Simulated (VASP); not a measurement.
Method: optB88-vdW, VASP's PBE PAW potentials (set 64) (plane waves; VASP).

A VASP calculation is set up with these files.

**INCAR**
```
AGGAC = 0.0
ALGO = Normal
EDIFF = 1E-7
ENCUT = 520
GGA = BO
ISIF = 2
ISMEAR = -5
LASPH = .True.
LCHARG = .True.
LMAXMIX = 4
LORBIT = 11
LREAL = .False.
LUSE_VDW = .True.
LWAVE = .False.
NEDOS = 601
NELM = 100
PARAM1 = 0.1833333333
PARAM2 = 0.22
PREC = Accurate
SYSTEM = CdS
```

### POSCAR
```
CdS
2.9581390
  0.0000000000   1.0000000021   1.0000000021
  1.0000000021   0.0000000000   1.0000000021
  1.0000000021   1.0000000021   0.0000000000
Cd S
1 1
Direct
  0.0000000000   0.0000000000   0.0000000000
  0.2500000000   0.2500000000   0.2500000000
```

### KPOINTS
```
Automatic
0
G
9 9 9
0 0 0
```

POTCAR, in this order: Cd S (PBE.64 set). Program: vasp_std.

**Question.** What will the output report for the number of irreducible k-points (NKPTS), largest plane-wave count, number of space-group operations, FFT grid (NGX, NGY, NGZ)?

**Answer.** 
```yaml
number of irreducible k-points (NKPTS): 35
largest_plane_wave_count: 1411
number_of_space_group_operations: 24
FFT grid (NGX, NGY, NGZ): 32 × 32 × 32
```

The compound is CdS in the zinc blende structure, a metastable form; wurtzite is the usual one. It was relaxed first, which changed the volume by +5 %.
